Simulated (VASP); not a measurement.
Data:

```xyz
4
Lattice="3.4245 0.0000 0.0000 -1.7123 2.9657 0.0000 0.0000 0.0000 11.0185" Properties=species:S:1:pos:R:3 pbc="T T T"
Lu     0.0000     0.0000     0.0000
Lu     0.0000     0.0000     5.5092
Lu     0.0000     1.9772     2.7546
Lu     1.7123     0.9886     8.2638
```

Calculation: PBE GGA, VASP's PBE PAW potentials (set 64) (plane waves; VASP). Settings: 300 eV cut-off, 8×8×2 Γ-centred mesh, Gaussian smearing of 0.10 eV, potentials Lu_3.

### Question
Give the energies of bands 13 to 21 at the high-symmetry points, in eV from the Fermi level.

### Answer

```csv
band,Γ,M,K,A,L,H
13,-6.19,-2.59,-0.90,-5.73,-2.34,-0.80
14,-4.53,-2.27,-0.81,-5.73,-2.34,-0.80
15,-4.52,-1.71,-0.81,-3.16,-1.86,-0.79
16,-2.60,-1.67,-0.64,-3.16,-1.86,-0.79
17,0.58,-0.61,-0.61,0.54,-0.64,-0.61
18,1.00,-0.48,-0.61,0.54,-0.64,-0.61
19,1.08,-0.37,-0.50,1.95,0.12,-0.54
20,2.09,0.37,-0.50,1.96,0.12,-0.54
21,2.12,1.00,0.41,2.24,1.48,0.79
```

It has no gap at this level: it comes out as a metal or semimetal.

The structure was generated: Lu was put into an ordered model structure, which need not be its known phase. The cell was not relaxed at this level.
